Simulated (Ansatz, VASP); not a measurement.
# LiF (Griceite) in two plane-wave programs, part 2 of 3

Wanted: the spread between two codes on one cell, functional and k mesh. The cell is taken from a series of runs on this material, whose earlier steps may have relaxed, scaled, displaced or heated it; both programs get it as it stands.

VASP 6.6.1 and Ansatz 0.2.0.

So far: The structure; VASP: zone-centre phonons, PBE, pair 1.

## Step 3: Ansatz: zone-centre phonons, PBE, pair 1

Level of this step: Ansatz beside VASP: Kohn-Sham DFT, plane waves, PBE (Ansatz).

Ansatz runs on its PAW soft_1 files.

The same cell, functional and mesh now go to Ansatz, which takes its cutoff from its data sets.

input.yaml reads:

```yaml
crystal:
  lattice:
    - [0.0, 1.9634276946, 1.9634276946]
    - [1.9634276946, 0.0, 1.9634276946]
    - [1.9634276946, 1.9634276946, 0.0]
  atoms:
    - { symbol: Li, position: [0.0, 0.0, 0.0] }
    - { symbol: F, position: [0.5, 0.5, 0.5] }
kpoints:
  mp_grid: { grid: [12, 12, 12] }
hamiltonian:
  xc: pbe
  pseudopotentials: { kind: paw, azcp: { folder: soft_1 } }
scf:
  occupations: { method: fixed }
output:
  eigenvalues: true
phonons:
  method: dfpt
  dielectric: true
  rigid_motions: translations
```

Command:

```console
ansatz run input.yaml --threads 4 --pin off --max-ram 10240MiB --backend cpu --events-out ev --progress --plain --runs-dir out
```

Numbers of over 12 decimals in the logs are rounded to 6 here.

Log:

```text
Engine: ansatz 0.2.0, x86_64-unknown-linux-gnu
Pseudopotentials: kind: paw
Pseudopotential: Li, paw, valence charge 3, recommended cutoff 420 eV (normal), soft_1/Li.paw.azcp
Pseudopotential: F, paw, valence charge 7, recommended cutoff 420 eV (normal), soft_1/F.paw.azcp
Functional definition: PBE
  parameter kappa = 0.804
  parameter beta = 0.066725
  exchange = pbe_x(kappa = kappa, mu = beta*pi^2/3)
  correlation = pbe_c(beta = beta)
Crystal: 2 atoms, lattice volume = 15.138 Å³
Basis set: ecut = 420 eV, 307 PW (Γ), exchange–correlation on 40×40×40 points (8 copies of the dense FFT grid, shifted against one another)
Bands: 9, of which v1, the nominal top of the filled ones, is band 5 counted from 1 (4 counted from 0)
Symmetry: 48 space group operations
k-points: 163 of 1728 (irreducible under 8 space group operations, time reversal used)
Non-local potential: Li, projectors of the file, l = 0: 3, l = 1: 2, l = 2: 1
Non-local potential: F, projectors of the file, l = 0: 2, l = 1: 2, l = 2: 1
PAW form: soft (Blöchl's): semilocal exchange-correlation on the pseudo side does not see the compensation charge
PAW one-centre angular grid: Li, 110 points (default); XC on 96 Gauss nodes
PAW one-centre angular grid: F, 110 points (default); XC on 64 Gauss nodes
Initial density: superposition of atomic densities (chi_scale 0.1, normalization cell, long waves kept (reshape's long-wave potential 0.00 eV rms))
Initial wavefunctions: pseudopotential atomic-orbital guess
Functional: x = pbe(κ = 0.804, μ = 0.219515), c = pbe(β = 0.066725)
SCF iter   1: F=—  HF=-1016.023754 eV  |F-HF|=—  |Δ(HF+E_count)|=         —  Δρ=6.06e-2  dr2=2.83e-1  ethr=3.10e-3  ⟨swp⟩=4.0  Hψ=8073  notcnv=0  defer=304
preconditioner: auto → none  [insulator: Δε(μ)=9.008 eV  Ē_g=22.768 eV  n_scr=0 (ndim 8)  ℏωp=27.0 eV  f_vac=0.000  ε∞_Penn≈2.4]
SCF iter   2: F=—  HF=-1016.098883 eV  |F-HF|=—  |Δ(HF+E_count)|=   7.51e-2  Δρ=3.18e-2  dr2=7.32e-2  ethr=2.83e-3  ⟨swp⟩=2.0  Hψ=3123  notcnv=0  defer=300
SCF iter   3: F=—  HF=-1016.142592 eV  |F-HF|=—  |Δ(HF+E_count)|=   4.37e-2  Δρ=2.02e-2  dr2=3.10e-2  ethr=7.32e-4  ⟨swp⟩=2.0  Hψ=2457  notcnv=0  defer=318
SCF iter   4: F=—  HF=-1016.133977 eV  |F-HF|=—  |Δ(HF+E_count)|=   8.62e-3  Δρ=1.41e-3  dr2=1.38e-4  ethr=3.10e-4  ⟨swp⟩=2.4  Hψ=2267  notcnv=0  defer=322
SCF iter   5: F=—  HF=-1016.134153 eV  |F-HF|=—  |Δ(HF+E_count)|=   1.77e-4  Δρ=1.54e-4  dr2=2.38e-6  ethr=1.38e-6  ⟨swp⟩=2.4  Hψ=2433  notcnv=0  defer=322
SCF iter   6: F=—  HF=-1016.134153 eV  |F-HF|=—  |Δ(HF+E_count)|=   4.63e-7  Δρ=1.28e-5  dr2=1.14e-8  ethr=2.38e-8  ⟨swp⟩=2.8  Hψ=2246  notcnv=0
SCF iter   7: F=—  HF=-1016.134152 eV  |F-HF|=—  |Δ(HF+E_count)|=   6.31e-7  Δρ=2.24e-6  dr2=2.50e-10  ethr=1.14e-10  ⟨swp⟩=2.2  Hψ=2124  notcnv=0
SCF iter   8: F=-1016.134152 eV  HF=-1016.134152 eV  |F-HF|=2.27e-13  |Δ(HF+E_count)|=  7.19e-10  Δρ=3.70e-8  dr2=1.17e-13  ethr=1.00e-12  ⟨swp⟩=6.0  Hψ=7176  notcnv=0
SCF 1 converged in 8 iterations: F = -1016.134152 eV  dr2 = 1.17e-13
  greatest PAW one-centre occupation: 1.000 electrons in one spin orbital (limit 2), on the Li atom at site 0 (counted from 0), in its partial waves of l = 0
NSCF: frozen V_eff on 1 k-points
DFPT response loops at Γ: preconditioner auto → none (the input reference at scf.mixing.eps_inf says where Resta's filter doesn't serve); β = 0.50; Broyden in place of MSR1
SCF converged after 8 iterations
Free energy (F): -1016.134152 eV
Harris-Foulkes:  -1016.134152 eV  (|F-HF|=2.27e-13)
Internal energy: -1016.134152 eV  (E = F + TS)
E sigma→0 (E₀):  -1016.134152 eV
Fermi energy:    1.604553 eV
--- Per-component energies (eV) ---
  E_band       = -112.322832
  E_kinetic    = 217.298248
  E_local      = -631.540064  (includes V_loc(G=0)·N_el)
  E_nonlocal   = 67.992088
  E_hartree    = 218.620200
  E_xc         = -87.474185
  E_vxc        = -112.311295  (∫ρ·V_xc dr)
  E_paw        = -229.551676  (= ΣΔE_a)
  E_vpaw       = -91.003199  (= ΣTr[D̂ρ^β])
  E_aug_tail   = 0.000999  (compensation charges beyond the density's cutoff)
  E_ewald      = -571.479760
  E_smearing   = -0.000000  (= −TS)
  E_closure    = 0.000000  (closes the sum)
  Σ components = -1016.134152   (vs F -1016.134152, Δ=0.00e0)
--- Band table (eV; the first three rows and the last of 163) ---
  k-point 0: bands = ["-39.1273", "-18.5772", "1.6041", "1.6041", "1.6041", "11.4107", "26.5853", "26.5853", "26.5853"]
  k-point 1: bands = ["-39.1219", "-18.5471", "1.3840", "1.5862", "1.5862", "11.6169", "24.1294", "25.4403", "25.4403"]
  k-point 2: bands = ["-39.1071", "-18.4632", "0.8199", "1.5382", "1.5382", "12.1092", "21.8341", "24.1112", "24.1112"]
  k-point 162: bands = ["-39.0245", "-17.7999", "-0.7111", "-0.7111", "0.7343", "17.2999", "17.2999", "19.7953", "21.9151"]
--- Phonons (Γ-DFPT): 2 representative perturbations + reference, on 163 of 1728 k-points (Σ response iterations 7) ---
  k mesh reduced under 8 symmetry operations, with k and −k counted as one. Each operation leaves every solved perturbation unchanged. A smaller set is not considered because the run solves the response to a homogeneous field
  ASR residual: 2.290e-5 → 0.000e0 eV/Å²; symmetrization residual: 4.451e-7 eV/Å²
  ASR residual per site (eV/Å²): 1.90e-5 2.29e-5
  Γ frequencies (cm⁻¹): 0.00 0.00 0.00 355.41 355.41 355.41
  ε∞ (high-frequency dielectric tensor):
        2.080162    -0.000000    -0.000000
        0.000000     2.080162    -0.000000
       -0.000000     0.000000     2.080162
  ε⁰ (static dielectric tensor: ions relaxed, cell fixed):
        7.583209    -0.000000    -0.000000
        0.000000     7.583209     0.000000
       -0.000000     0.000000     7.583209
  ε⁰ − ε∞ (ionic part):
        5.503047     0.000000     0.000000
        0.000000     5.503047     0.000000
        0.000000     0.000000     5.503047
  softest optical mode at Γ: 355.41 cm⁻¹; the repairs (sum rule, projections) moved no ω² at Γ by more than (0.92 cm⁻¹)²
  Born effective charges Z* (e; rows j = field, columns β = displacement):
    site 0:
         1.04262    0.00000    0.00000
        -0.00000    1.04262    0.00000
         0.00000    0.00000    1.04262
    site 1:
        -1.04262   -0.00000    0.00000
         0.00000   -1.04262   -0.00000
         0.00000   -0.00000   -1.04262
  Z* charge neutrality: 9.950e-6 e pre-enforcement
  k-mesh period / interband length: 33.3 Å / 0.77 Å = 43.43 at k = (0.0000, 0.0000, -0.5000), direct gap 11.457 eV — 14 or more, which is no proof of convergence
  optical modes at Γ without the LO–TO term, one row a degenerate level:
      ω (cm⁻¹)  modes    IR ((D/Å)²/amu)
        355.41      3            14.8013
  optical modes at Γ + LO–TO along q̂ = [1.0000, 0.0000, 0.0000]:
      ω (cm⁻¹)  modes    IR ((D/Å)²/amu)
        355.41      2             9.8675
        678.59      1             4.9338
  optical modes at Γ + LO–TO along q̂ = [0.0000, 1.0000, 0.0000]:
      ω (cm⁻¹)  modes    IR ((D/Å)²/amu)
        355.41      2             9.8675
        678.59      1             4.9338
  optical modes at Γ + LO–TO along q̂ = [0.0000, 0.0000, 1.0000]:
      ω (cm⁻¹)  modes    IR ((D/Å)²/amu)
        355.41      2             9.8675
        678.59      1             4.9338
```

In the SCF lines HF is the Harris–Foulkes energy and dr2 the Hartree energy of the density residual, in eV; the loop may stop once dr2 is under the threshold and the program's other checks hold. Hψ counts applications of the Hamiltonian.

## Step 4: Comparison

Known differences besides the potentials themselves: fixed occupations in Ansatz, narrow Gaussian smearing in VASP; the cutoff is 420 eV in Ansatz and 750 eV in VASP. Total energies have different zeros and are not compared.

The two programs side by side:

```csv
quantity,Ansatz,VASP,difference
ε∞ xx,2.08,2.08,-0.02 %
ε∞ yy,2.08,2.08,-0.02 %
ε∞ zz,2.08,2.08,-0.02 %
Born charge of Li1 (mean of the diagonal) (e),1.04,1.04,0.00
Born charge of F2 (mean of the diagonal) (e),-1.04,-1.04,0.00
optical mode 1 to 3 (cm⁻¹),355.4,361.5,-1.68 %
```

Modes are paired by rising frequency, not by their patterns, so a pair may set unlike modes beside each other; they are those without the splitting of longitudinal modes.

## Step 5: VASP: zone-centre phonons, PBE, pair 2

Second derivatives magnify differences that forces hide, and they need a tight electronic threshold. The cell compared in this pair holds 15.47 Å³, against 15.14 Å³ for the pair before.

INCAR reads:

```
SYSTEM = LiF
PREC = Accurate
ENCUT = 750
EDIFF = 1E-08
NELM = 120
ISMEAR = 0
SIGMA = 0.01
LREAL = .FALSE.
ALGO = Normal
GGA = PE
NBANDS = 11
LORBIT = 11
LWAVE = .FALSE.
LCHARG = .FALSE.
ISIF = 2
IBRION = 8
LEPSILON = .TRUE.
LASPH = .TRUE.
GGA_COMPAT = .FALSE.
EFERMI = MIDGAP
KPAR = 2
```

POSCAR reads:

```
LiF
1.0
    0.0000000000      1.9778651815      1.9778651815
    1.9778651815      0.0000000000      1.9778651815
    1.9778651815      1.9778651815      0.0000000000
Li F
1 1
Direct
    0.0000000000      0.0000000000      0.0000000000
    0.5000000000      0.5000000000      0.5000000000
```

KPOINTS reads:

```
Automatic mesh
0
Gamma
12 12 12
0 0 0
```

The projector-augmented-wave data sets are Li_sv and F (PBE family, release 64).

Command:

```console
mpirun -np 2 vasp_std
```

Log:

```text
[... set-up lines as in an earlier step ...]
 entering main loop
       N       E                     dE             d eps       ncg     rms          rms(c)
DAV:   1     0.427049637100E+02    0.42705E+02   -0.68441E+03  1584   0.122E+03
DAV:   2    -0.867181846832E+01   -0.51377E+02   -0.50470E+02  1811   0.232E+02
DAV:   3    -0.101105201853E+02   -0.14387E+01   -0.14319E+01  2016   0.346E+01
DAV:   4    -0.101285577563E+02   -0.18038E-01   -0.18036E-01  1950   0.419E+00
[...]
DAV:  13    -0.962039226591E+01    0.33403E-07   -0.74131E-08  1915   0.265E-03    0.249E-04
DAV:  14    -0.962039225234E+01    0.13573E-07   -0.38514E-09  1669   0.598E-04    0.101E-04
DAV:  15    -0.962039225187E+01    0.46839E-09   -0.16600E-09  1089   0.400E-04
   1 F= -.96203923E+01 E0= -.96203923E+01  d E =0.000000E+00
 Linear response reoptimize wavefunctions to high precision
DAV:   1    -0.962039225087E+01    0.99965E-09   -0.90267E-11  1245   0.103E-04
DAV:   2    -0.962039225089E+01   -0.15120E-10   -0.10541E-11  1068   0.343E-05
 Linear response G [H, r] |phi>, progress :
  Direction:   1
[...]
RMM:  20    -0.177559331228E+00    0.26775E-07   -0.50778E-06  7207   0.444E-04    0.493E-05
 first order change of Fermi-energy   0.20020E-03
 force on displaced ion       1 direction 1 :  -2.218   0.000   0.000
 Born effective charge ion    1 direction 1 :   1.044   0.000   0.000
 Linear response progress:
  Degree of freedom:   2/  2
       N       E                     dE             d eps       ncg     rms          rms(c)
RMM:   1    -0.523908264008E+00   -0.52391E+00    0.55237E-01  6783   0.483E+00
RMM:   2    -0.517950305634E+00    0.59580E-02   -0.68725E-03  6536   0.737E-01    0.957E-02
RMM:   3    -0.519871284814E+00   -0.19210E-02   -0.81701E-04  6933   0.214E-01    0.528E-02
RMM:   4    -0.522336174194E+00   -0.24649E-02   -0.29189E-04  6685   0.133E-01    0.127E-02
[...]
RMM:  13    -0.522467171485E+00    0.76088E-08   -0.16393E-07  8096   0.242E-04    0.742E-07
RMM:  14    -0.522467157227E+00    0.14257E-07   -0.89630E-08  8033   0.227E-04    0.346E-07
RMM:  15    -0.522467148699E+00    0.85285E-08   -0.88279E-08  7541   0.220E-04    0.178E-07
 first order change of Fermi-energy   0.16445E-02
 force on displaced ion       2 direction 1 :  -2.195   0.000   0.000
 Born effective charge ion    2 direction 1 :  -1.044   0.000   0.000
 Born effective charges drift removed
 Linear response finished
```

Parts of OUTCAR (step 5):

```text
  Total        0.5777909      0.5777909      0.5777909      0.0000000      0.0000000     -0.0000000
  in kB       59.8220440     59.8220440     59.8220440      0.0000000      0.0000000     -0.0000000
  external PRESSURE =      59.8220440 kB  Pullay stress =       0.0000000 kB

 POSITION                                       TOTAL-FORCE (eV/Angst)
 -----------------------------------------------------------------------------------
      0.00000      0.00000      0.00000         0.000000     -0.000000      0.000000
      1.97787      1.97787      1.97787        -0.000000      0.000000     -0.000000
 -----------------------------------------------------------------------------------
    total drift:                                0.000000      0.000000      0.000000

 MACROSCOPIC STATIC DIELECTRIC TENSOR (including local field effects in DFT)
 ------------------------------------------------------
           2.073844     0.000000     0.000000
           0.000000     2.073844     0.000000
          -0.000000     0.000000     2.073844
 ------------------------------------------------------

 MACROSCOPIC STATIC DIELECTRIC TENSOR IONIC CONTRIBUTION
 ------------------------------------------------------
           5.778897    -0.000000    -0.000000
          -0.000000     5.778897     0.000000
          -0.000000     0.000000     5.778897
 ------------------------------------------------------

[... 1 part as in an earlier step ...]

[... 1 further part left out ...]
```

## Step 6: Ansatz: zone-centre phonons, PBE, pair 2

The same cell, functional and mesh now go to Ansatz, which takes its cutoff from its data sets.

The cell is taken from a series of runs on this material, whose earlier steps may have relaxed, scaled, displaced or heated it; both programs get it as it stands.

input.yaml, the sections that differ from step 3:

```yaml
crystal:
  lattice:
    - [0.0, 1.9778651815, 1.9778651815]
    - [1.9778651815, 0.0, 1.9778651815]
    - [1.9778651815, 1.9778651815, 0.0]
  atoms:
    - { symbol: Li, position: [0.0, 0.0, 0.0] }
    - { symbol: F, position: [0.5, 0.5, 0.5] }
# kpoints, hamiltonian, scf, output, phonons: as in step 3
```

Command:

```console
ansatz run input.yaml --threads 4 --pin off --max-ram 10240MiB --backend cpu --events-out ev --progress --plain --runs-dir out
```

Log:

```text
[...]
Crystal: 2 atoms, lattice volume = 15.475 Å³
Basis set: ecut = 420 eV, 307 PW (Γ), exchange–correlation on 40×40×40 points (8 copies of the dense FFT grid, shifted against one another)
Bands: 9, of which v1, the nominal top of the filled ones, is band 5 counted from 1 (4 counted from 0)
Symmetry: 48 space group operations
k-points: 163 of 1728 (irreducible under 8 space group operations, time reversal used)
[...]
optical modes at Γ + LO–TO along q̂ = [1.0000, 0.0000, 0.0000]:
      ω (cm⁻¹)  modes    IR ((D/Å)²/amu)
[...]
optical modes at Γ + LO–TO along q̂ = [0.0000, 1.0000, 0.0000]:
      ω (cm⁻¹)  modes    IR ((D/Å)²/amu)
        336.58      2             9.9127
        665.40      1             4.9564
  optical modes at Γ + LO–TO along q̂ = [0.0000, 0.0000, 1.0000]:
      ω (cm⁻¹)  modes    IR ((D/Å)²/amu)
        336.58      2             9.9127
        665.40      1             4.9564
[key lines of the parts left out:]
SCF converged after 8 iterations
Free energy (F): -1016.150257 eV
Fermi energy:    1.413292 eV
```

## Step 7: Differences

Both answers:

```csv
quantity,Ansatz,VASP,difference
ε∞ xx,2.07,2.07,-0.02 %
ε∞ yy,2.07,2.07,-0.02 %
ε∞ zz,2.07,2.07,-0.02 %
Born charge of Li1 (mean of the diagonal) (e),1.04,1.04,0.00
Born charge of F2 (mean of the diagonal) (e),-1.04,-1.04,0.00
optical mode 1 to 3 (cm⁻¹),336.6,342.7,-1.79 %
```

Modes are paired by rising frequency, not by their patterns, so a pair may set unlike modes beside each other; they are those without the splitting of longitudinal modes.

(Continued in part 3 of 3.)

[Lines on the potential files, build, host, timing and source positions are cut from VASP's logs without a mark.]

[Logs are printed without paths, hosts, clocks, repeated set-up lines and the standing remarks that a program may print on its own settings, such as how far it seeks lower states.]

[Hosts, paths, dates, database ids (printed as entryN), source tags and the programs' standing remarks are cut or masked in the printed files.]
